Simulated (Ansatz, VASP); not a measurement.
# Si7Ge17 (generalised stacking fault on (111) (glide set) of a Ge-Si solid solution) in two plane-wave programs

Aim: how closely do two programs agree when they are given the same cell, functional and k mesh? The structure shown is the start of the Ansatz relaxation below; VASP solves that cell, so the two are compared at the walk's first step.

Program: Ansatz 0.2.0. Level of theory: plane waves, with VASP 6.6.1 beside it; single point at RPBE. Results are calculated unless marked as measured.

### 1. The structure

The cell holds 72 atoms: 51 Ge and 21 Si. Cell: a = 6.849 Å, b = 11.862 Å, c = 19.579 Å, α = 90.0°, β = 88.3°, γ = 90.0°. As first built, before any earlier steps moved the atoms (in the runner's words): diamond-structure Ge (a = 5.5919 A), cell with z along [111], 1 x 3 x 2 periods; the third cell vector is tilted by 0.083 of 1/2[11-2] and lengthened by 0.2 A, so the cell holds one fault (glide set); displaced by a Gaussian of 0.01 A; 21 of 72 Ge sites given to Si at random (lattice constant by Vegard's rule between Ge and Si). The structure's axis is c.

### 2. Ansatz: relaxation, RPBE

Ansatz runs on its default PAW (the set named soft_2) files.

The two programs are compared at the cell with which this relaxation starts, whose forces are those of its first step.

input.yaml reads:

```yaml
crystal:
  lattice:
    - [6.84865, 0.0, 0.0]
    - [0.0, 11.86221, 0.0]
    - [0.5707, 0.0, 19.57091]
  atoms:
    - { symbol: Ge, position: [0.49677, 0.16762, 0.0209] }
    - { symbol: Ge, position: [0.48619, 0.16677, 0.14499] }
    - { symbol: Ge, position: [0.81705, 0.16683, 0.18546] }
    - { symbol: Si, position: [0.8059, 0.16645, 0.30862] }
    - { symbol: Si, position: [0.99902, 0.00021, 0.02095] }
    - { symbol: Ge, position: [0.98785, 0.99899, 0.14373] }
    - { symbol: Si, position: [0.31558, 0.9999, 0.18511] }
    - { symbol: Ge, position: [0.30509, 0.00087, 0.31042] }
    - { symbol: Ge, position: [0.63723, 0.00085, 0.35052] }
    - { symbol: Si, position: [0.62627, 0.00022, 0.47445] }
    - { symbol: Si, position: [0.49855, 0.50021, 0.02067] }
    - { symbol: Si, position: [0.49071, 0.49971, 0.14401] }
    - { symbol: Ge, position: [0.8167, 0.50021, 0.18627] }
    - { symbol: Ge, position: [0.80629, 0.49976, 0.30857] }
    - { symbol: Si, position: [0.99858, 0.3347, 0.02084] }
    - { symbol: Ge, position: [0.98712, 0.33449, 0.14516] }
    - { symbol: Ge, position: [0.31766, 0.33224, 0.186] }
    - { symbol: Si, position: [0.30659, 0.33256, 0.30957] }
    - { symbol: Ge, position: [0.63734, 0.33365, 0.35017] }
    - { symbol: Si, position: [0.62587, 0.33388, 0.47416] }
    - { symbol: Ge, position: [0.13519, 0.16623, 0.35066] }
    - { symbol: Ge, position: [0.12557, 0.16713, 0.47498] }
    - { symbol: Si, position: [0.45682, 0.1674, 0.51569] }
    - { symbol: Si, position: [0.44958, 0.16727, 0.63986] }
    - { symbol: Ge, position: [0.77638, 0.16585, 0.68014] }
    - { symbol: Si, position: [0.76647, 0.16518, 0.80394] }
    - { symbol: Ge, position: [0.9562, 0.00054, 0.51573] }
    - { symbol: Ge, position: [0.94389, 0.0006, 0.63968] }
    - { symbol: Si, position: [0.27478, 0.99973, 0.68087] }
    - { symbol: Ge, position: [0.26736, 0.99954, 0.80449] }
    - { symbol: Ge, position: [0.59584, 0.00194, 0.84568] }
    - { symbol: Si, position: [0.58628, 0.99883, 0.96892] }
    - { symbol: Ge, position: [0.49805, 0.83278, 0.0208] }
    - { symbol: Si, position: [0.48926, 0.83254, 0.14464] }
    - { symbol: Ge, position: [0.81731, 0.83283, 0.18601] }
    - { symbol: Ge, position: [0.80959, 0.83216, 0.30854] }
    - { symbol: Ge, position: [0.00168, 0.66635, 0.02112] }
    - { symbol: Ge, position: [0.98842, 0.66772, 0.14416] }
    - { symbol: Ge, position: [0.31702, 0.6677, 0.18586] }
    - { symbol: Ge, position: [0.309, 0.66774, 0.30956] }
    - { symbol: Ge, position: [0.6373, 0.66586, 0.35072] }
    - { symbol: Ge, position: [0.62946, 0.66727, 0.47475] }
    - { symbol: Ge, position: [0.13468, 0.50185, 0.35025] }
    - { symbol: Ge, position: [0.12428, 0.49947, 0.47455] }
    - { symbol: Ge, position: [0.45912, 0.50011, 0.51615] }
    - { symbol: Ge, position: [0.44361, 0.50034, 0.63859] }
    - { symbol: Ge, position: [0.77714, 0.49929, 0.68116] }
    - { symbol: Ge, position: [0.76576, 0.50134, 0.80385] }
    - { symbol: Si, position: [0.95727, 0.33334, 0.51632] }
    - { symbol: Si, position: [0.94699, 0.33322, 0.63928] }
    - { symbol: Ge, position: [0.27654, 0.33457, 0.67984] }
    - { symbol: Ge, position: [0.26384, 0.33329, 0.80468] }
    - { symbol: Ge, position: [0.59694, 0.33334, 0.84557] }
    - { symbol: Ge, position: [0.58474, 0.3334, 0.96947] }
    - { symbol: Ge, position: [0.09594, 0.16743, 0.8461] }
    - { symbol: Ge, position: [0.0877, 0.16669, 0.96899] }
    - { symbol: Ge, position: [0.13619, 0.83276, 0.34939] }
    - { symbol: Ge, position: [0.12558, 0.83322, 0.47452] }
    - { symbol: Ge, position: [0.45519, 0.83287, 0.51494] }
    - { symbol: Ge, position: [0.44471, 0.83405, 0.63959] }
    - { symbol: Ge, position: [0.77808, 0.83473, 0.68029] }
    - { symbol: Ge, position: [0.7668, 0.83299, 0.80497] }
    - { symbol: Ge, position: [0.95584, 0.66637, 0.51505] }
    - { symbol: Ge, position: [0.94651, 0.66774, 0.63969] }
    - { symbol: Ge, position: [0.27633, 0.66596, 0.68025] }
    - { symbol: Ge, position: [0.26701, 0.66689, 0.80435] }
    - { symbol: Ge, position: [0.5962, 0.66607, 0.84572] }
    - { symbol: Si, position: [0.58668, 0.66567, 0.96911] }
    - { symbol: Si, position: [0.0949, 0.4992, 0.8467] }
    - { symbol: Si, position: [0.08781, 0.50099, 0.96973] }
    - { symbol: Ge, position: [0.09698, 0.83368, 0.84522] }
    - { symbol: Si, position: [0.08514, 0.83374, 0.969] }
kpoints:
  mp_grid: { grid: [2, 1, 1] }
hamiltonian:
  xc: rpbe
scf:
  occupations: { method: gaussian, width: 0.05 }
output:
  forces: true
relax:
  f_tol: 0.03
  max_steps: 90
```

The run is started by

```sh
ansatz run input.yaml --threads 4 --pin off --max-ram 8192MiB --backend cpu --events-out ev --progress --plain --runs-dir out
```

Numbers of over 12 decimals in the logs are rounded to 6 here.

Log:

```text
Engine: ansatz 0.2.0, aarch64-unknown-linux-gnu
Pseudopotentials: kind: paw
Pseudopotential: Ge, paw, valence charge 14, recommended cutoff 420 eV (normal), Ge.paw.azcp
Pseudopotential: Si, paw, valence charge 4, recommended cutoff 420 eV (normal), Si.paw.azcp
Functional definition: RPBE
  parameter kappa = 0.804
  parameter beta = 0.066725
  exchange = rpbe_x(kappa = kappa, mu = beta*pi^2/3)
  correlation = pbe_c(beta = beta)
Crystal: 72 atoms, lattice volume = 1589.943 Å³
Basis set: ecut = 420 eV, 31103 PW (Γ), exchange–correlation on 96×160×270 points (8 copies of the dense FFT grid, shifted against one another)
Bands: 479, of which v1, the nominal top of the filled ones, is band 399 counted from 1 (398 counted from 0)
Symmetry: 1 space group operations
Space group: P1 (ITA 1), of the structure as read, at distance tolerance 1.2e-4 Å
k-points: 2
Non-local potential: Ge, projectors of the file, l = 0: 2, l = 1: 2, l = 2: 3, l = 3: 1
Non-local potential: Si, projectors of the file, l = 0: 2, l = 1: 2, l = 2: 2
PAW form: soft (Blöchl's): semilocal exchange-correlation on the pseudo side does not see the compensation charge
PAW frozen core: Ge, regenerated for the run's functional, and the local potential with it (the file was generated under x = pbe(κ = 0.804, μ = 0.219515), c = pbe(β = 0.066725))
PAW frozen core: Si, regenerated for the run's functional, and the local potential with it (the file was generated under x = pbe(κ = 0.804, μ = 0.219515), c = pbe(β = 0.066725))
PAW one-centre angular grid: Ge, 590 points (default); XC on 64 Gauss nodes
PAW one-centre angular grid: Si, 110 points (default); XC on 64 Gauss nodes
Initial density: superposition of atomic densities (neutral atoms: chi_scale 0, normalization atom), corrected by the library's trained network
Initial wavefunctions: pseudopotential atomic-orbital guess
Functional: x = rpbe, c = pbe(β = 0.066725)
SCF iter   1: F=—  HF=-232740.569285 eV  |F-HF|=—  |Δ(HF+E_count)|=         —  Δρ=3.66e-3  dr2=5.24e-1  ethr=1.77e-3  ⟨swp⟩=5.5  Hψ=3450  notcnv=0  defer=47
preconditioner: auto → Resta (q_TF=auto, 2.432 Å⁻¹)  ε∞=2.7  [insulator: Δε(μ)=0.267 eV  Ē_g=20.351 eV  σ=0.050 eV  W_gap=1.00  n_scr=386 (ndim 8)  ℏωp=26.3 eV  f_vac=0.024  D(μ)=0.02/eV (n_scr^D=0)  ε∞_Penn≈2.7]
SCF iter   2: F=—  HF=-232740.554728 eV  |F-HF|=—  |Δ(HF+E_count)|=   1.46e-2  Δρ=2.03e-3  dr2=9.67e-1  ethr=6.56e-5  ⟨swp⟩=2.0  Hψ=1899  notcnv=0  defer=97
preconditioner: auto → LDOS  [insulator: Δε(μ)=0.105 eV  Ē_g=20.320 eV  σ=0.050 eV  W_gap=0.86  n_scr=386 (ndim 8)  ℏωp=26.3 eV  f_vac=0.024  D(μ)=7.48/eV (n_scr^D=16)  ε∞_Penn≈2.7  β→1.0]
SCF iter   3: F=—  HF=-232740.504830 eV  |F-HF|=—  |Δ(HF+E_count)|=   4.99e-2  Δρ=1.01e-3  dr2=5.13e-2  ethr=6.56e-5  ⟨swp⟩=3.5  Hψ=1028  notcnv=0  defer=97
SCF iter   4: F=—  HF=-232740.494990 eV  |F-HF|=—  |Δ(HF+E_count)|=   9.84e-3  Δρ=4.06e-4  dr2=7.31e-3  ethr=6.43e-6  ⟨swp⟩=2.0  Hψ=1900  notcnv=0  defer=143
SCF iter   5: F=—  HF=-232740.492758 eV  |F-HF|=—  |Δ(HF+E_count)|=   2.23e-3  Δρ=1.05e-4  dr2=6.19e-4  ethr=9.16e-7  ⟨swp⟩=2.0  Hψ=1614  notcnv=0  defer=143
SCF iter   6: F=—  HF=-232740.492658 eV  |F-HF|=—  |Δ(HF+E_count)|=   1.01e-4  Δρ=3.29e-5  dr2=6.44e-5  ethr=7.75e-8  ⟨swp⟩=2.0  Hψ=1611  notcnv=0  defer=143
SCF iter   7: F=-232740.492674 eV  HF=-232740.492673 eV  |F-HF|=1.67e-6  |Δ(HF+E_count)|=   1.51e-5  Δρ=1.37e-5  dr2=6.57e-6  ethr=2.82e-9  ⟨swp⟩=4.0  Hψ=2705  notcnv=0
SCF 1 converged in 7 iterations: F = -232740.492674 eV  dr2 = 6.57e-6
  greatest PAW one-centre occupation: 0.998 electrons in one spin orbital (limit 2), on the Ge atom at site 0 (counted from 0), in its partial waves of l = 2
relax step   1: F+E_penalty+E_count = -232740.49267429 eV  Δ(F+E_penalty+E_count) = +0.000e0 eV  max|allowed force component| = 1.849e0 eV/Å  Δτ_max = 0.0000 Å  (7 SCF iters, dr2 threshold 2.25e-5 eV, accepted)
Initial density: handed on by an earlier stage of this run
Initial wavefunctions: those handed on with the density
iter 1 solved again at ethr=6.26e-5 eV; its pass at ethr=3.10e-3 eV (dr2=5.00e-1 eV) is discarded
SCF iter   1: F=—  HF=-232744.296298 eV  |F-HF|=—  |Δ(HF+E_count)|=         —  Δρ=6.43e-3  dr2=5.01e-1  ethr=6.26e-5  ⟨swp⟩=1.5  Hψ=2904  notcnv=0  defer=141
preconditioner: auto → LDOS  [insulator: Δε(μ)=0.077 eV  Ē_g=20.322 eV  σ=0.050 eV  W_gap=0.73  n_scr=386 (ndim 8)  ℏωp=26.3 eV  f_vac=0.027  D(μ)=12.43/eV (n_scr^D=48)  ε∞_Penn≈2.7  β→1.0]
SCF iter   2: F=—  HF=-232744.313019 eV  |F-HF|=—  |Δ(HF+E_count)|=   1.67e-2  Δρ=1.94e-3  dr2=1.76e-1  ethr=6.26e-5  ⟨swp⟩=3.5  Hψ=1605  notcnv=0  defer=141
SCF iter   3: F=—  HF=-232744.275274 eV  |F-HF|=—  |Δ(HF+E_count)|=   3.77e-2  Δρ=7.59e-4  dr2=4.05e-2  ethr=2.21e-5  ⟨swp⟩=2.0  Hψ=1405  notcnv=0  defer=141
[...]
atom  23  Si    -0.00067397    -0.00105372     0.00824137
  atom  24  Si     0.00121002    -0.00085140     0.00060404
  atom  25  Ge     0.00111753     0.00077251     0.01007333
  atom  26  Si     0.00390344    -0.00122967    -0.00751759
  atom  27  Ge    -0.00703220     0.00179612     0.02028714
  atom  28  Ge     0.00608263    -0.00232352    -0.01432124
  atom  29  Si    -0.00417886     0.00715982     0.01049166
  atom  30  Ge     0.00428383    -0.00317603    -0.00654830
  atom  31  Ge     0.00983511    -0.00675046     0.00169069
  atom  32  Si    -0.00027819     0.00706719     0.00492546
  atom  33  Ge    -0.00315323     0.00710373    -0.00506590
  atom  34  Si    -0.00017193     0.00208068    -0.00142263
  atom  35  Ge    -0.00585603     0.00191743     0.01727526
  atom  36  Ge     0.00840231     0.00193191    -0.01862300
  atom  37  Ge    -0.00092406    -0.00714751    -0.00407906
  atom  38  Ge    -0.00831075    -0.00748477    -0.01781636
  atom  39  Ge     0.00370061     0.00137089     0.01829507
  atom  40  Ge     0.00282800    -0.00316119    -0.01478664
  atom  41  Ge    -0.00332982     0.00190066     0.01065283
  atom  42  Ge     0.00916920    -0.00086374    -0.02195029
  atom  43  Ge    -0.00921947    -0.00110980     0.01041039
  atom  44  Ge     0.01095141    -0.00506434    -0.02085996
  atom  45  Ge    -0.01110749    -0.00726428     0.02199088
  atom  46  Ge     0.00883531    -0.00026445    -0.00936385
[...]
atom  65  Ge    -0.00825552    -0.00423659     0.01703741
  atom  66  Ge     0.00232516     0.00314223    -0.01024824
  atom  67  Ge     0.00753076    -0.00452867     0.00284855
  atom  68  Si    -0.01098861     0.00429301     0.00570580
  atom  69  Si    -0.00214037     0.00205539     0.00511323
  atom  70  Si     0.01045178    -0.00073420     0.01401317
  atom  71  Ge     0.00239185     0.00536866     0.00211951
  atom  72  Si     0.00068671    -0.00674347     0.01451309
  max |Σ_I F_I| component: 1.79e-5 eV/Å
--- Relaxed structure (5 steps of the walk, 5 accepted, 0 SCFs on fresh bases) ---
  F+E_penalty+E_count = -232746.24005338 eV   max|allowed force component| = 2.331e-2 eV/Å
  atoms:
    - { symbol: Ge, position: [0.461302, 0.164767, 0.016126] }
    - { symbol: Ge, position: [0.460324, 0.163969, 0.141591] }
    - { symbol: Ge, position: [0.795099, 0.166099, 0.184493] }
    - { symbol: Si, position: [0.793888, 0.167827, 0.307804] }
    - { symbol: Si, position: [0.954926, -0.0014243, 0.015034] }
    - { symbol: Ge, position: [0.966527, 0.999716, 0.138397] }
    - { symbol: Si, position: [0.294101, 0.997270, 0.180998] }
    - { symbol: Ge, position: [0.294888, 0.00225943, 0.304257] }
    - { symbol: Ge, position: [0.626201, 0.00442538, 0.350986] }
    - { symbol: Si, position: [0.622748, 0.00549248, 0.474798] }
    - { symbol: Si, position: [0.454163, 0.501762, 0.016215] }
    - { symbol: Si, position: [0.458015, 0.500848, 0.137003] }
    - { symbol: Ge, position: [0.783806, 0.499693, 0.180123] }
    - { symbol: Ge, position: [0.790432, 0.496608, 0.306145] }
    - { symbol: Si, position: [0.963094, 0.335789, 0.015258] }
    - { symbol: Ge, position: [0.962385, 0.333641, 0.138411] }
    - { symbol: Ge, position: [0.295734, 0.335961, 0.183405] }
    - { symbol: Si, position: [0.295341, 0.332887, 0.306854] }
    - { symbol: Ge, position: [0.620378, 0.329223, 0.351579] }
    - { symbol: Si, position: [0.629518, 0.328141, 0.475863] }
    - { symbol: Ge, position: [0.122290, 0.170098, 0.348113] }
    - { symbol: Ge, position: [0.131130, 0.170175, 0.475024] }
    - { symbol: Si, position: [0.461125, 0.167312, 0.517628] }
    - { symbol: Si, position: [0.456973, 0.164847, 0.639148] }
    - { symbol: Ge, position: [0.783736, 0.169360, 0.683323] }
    - { symbol: Si, position: [0.788869, 0.167620, 0.806869] }
    - { symbol: Ge, position: [0.951902, 0.00294888, 0.515889] }
    - { symbol: Ge, position: [0.964519, 0.00268933, 0.641788] }
    - { symbol: Si, position: [0.294312, 1.003934, 0.681874] }
    - { symbol: Ge, position: [0.293023, 1.001947, 0.805328] }
    - { symbol: Ge, position: [0.624853, 0.00390469, 0.851466] }
    - { symbol: Si, position: [0.630863, 0.998977, 0.974868] }
    - { symbol: Ge, position: [0.455718, 0.833644, 0.016114] }
    - { symbol: Si, position: [0.457085, 0.835628, 0.139591] }
    - { symbol: Ge, position: [0.784779, 0.834852, 0.180761] }
    - { symbol: Ge, position: [0.791220, 0.835475, 0.306383] }
    - { symbol: Ge, position: [-0.043363, 0.666317, 0.013105] }
    - { symbol: Ge, position: [0.958712, 0.667235, 0.138949] }
    - { symbol: Ge, position: [0.295431, 0.667442, 0.179610] }
[...]
- { symbol: Si, position: [0.951109, 0.331315, 0.517546] }
    - { symbol: Si, position: [0.955661, 0.331586, 0.638463] }
[...]
- { symbol: Ge, position: [0.792104, 0.834594, 0.684438] }
    - { symbol: Ge, position: [0.791464, 0.833909, 0.809832] }
    - { symbol: Ge, position: [0.959646, 0.665711, 0.515918] }
    - { symbol: Ge, position: [0.960058, 0.666075, 0.641093] }
    - { symbol: Ge, position: [0.292276, 0.667113, 0.684458] }
    - { symbol: Ge, position: [0.290162, 0.663692, 0.810406] }
    - { symbol: Ge, position: [0.623189, 0.665053, 0.853378] }
    - { symbol: Si, position: [0.621023, 0.664743, 0.976189] }
    - { symbol: Si, position: [0.126113, 0.498514, 0.852902] }
    - { symbol: Si, position: [0.130522, 0.498473, 0.973823] }
    - { symbol: Ge, position: [0.125107, 0.834453, 0.852174] }
    - { symbol: Si, position: [0.123406, 0.836113, 0.974987] }
```

In the SCF lines HF is the Harris–Foulkes energy and dr2 the Hartree energy of the density residual, in eV; the loop may stop once dr2 is under the threshold and the program's other checks hold. Hψ counts applications of the Hamiltonian.

(Continued in part 2 of 2.)

[Lines on the potential files, build, host, timing and source positions are cut from VASP's logs without a mark.]

[Logs are printed without paths, hosts, clocks, repeated set-up lines and the standing remarks that a program may print on its own settings, such as how far it seeks lower states.]

[Hosts, paths, dates, database ids (printed as entryN), source tags and the programs' standing remarks are cut or masked in the printed files.]
